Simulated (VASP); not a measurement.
Given:

```
ZnP2Si
1.0
   -2.58049     2.58049     5.04488
    2.58049    -2.58049     5.04488
    2.58049     2.58049    -5.04488
Zn Si P
2 2 4
Direct
  0.00000   0.00000   0.00000
  0.75000   0.25000   0.50000
  0.50000   0.50000   0.00000
  0.25000   0.75000   0.50000
  0.87500   0.86380   0.48880
  0.13620   0.62500   0.01120
  0.37500   0.38620   0.51120
  0.61380   0.12500   0.98880
```

Computed with LDA (Ceperley-Alder, Perdew-Zunger), VASP's LDA PAW potentials (set 64) (plane waves; VASP). Run with 500 eV cut-off, 6×6×6 Γ-centred mesh, Gaussian smearing of 0.050 eV, potentials Zn Si P.

Energy and stress use the plane-wave basis of the starting cell.

Q: The ions, cell shape and volume at an external pressure of 20.0 GPa are relaxed. Predict the relaxed structure.

A: 
```
ZnP2Si
1.0
   -2.52732     2.52732     4.94085
    2.52732    -2.52732     4.94085
    2.52732     2.52732    -4.94085
Zn Si P
2 2 4
Direct
  0.00000   0.00000   0.00000
  0.75000   0.25000   0.50000
  0.50000   0.50000   0.00000
  0.25000   0.75000   0.50000
  0.87500   0.86527   0.49027
  0.13473   0.62500   0.00973
  0.37500   0.38473   0.50973
  0.61527   0.12500   0.99027
```
Space group I-42d (122), at a tolerance of 0.03 Å.

Q: How do energy and volume change from the first to the last step?

A: The energy (σ→0) changes by +93.9 meV/atom and the volume by -6.1 %, in 6 ionic steps.

```csv
step,E(σ→0) (eV),max force (eV/Å),pressure (GPa),volume (Å³)
1,-42.0384,0.003,10.08,134.37
2,-39.2616,0.388,39.85,115.15
3,-41.3150,0.137,19.72,126.48
4,-41.2927,0.140,20.00,126.30
5,-41.2885,0.028,20.02,126.25
6,-41.2871,0.001,20.01,126.24
```

The compound is ZnSiP2 in the chalcopyrite structure. This run relaxes it under an external pressure of 20 GPa. Symmetry was kept, so distortions that lower it aren't found.
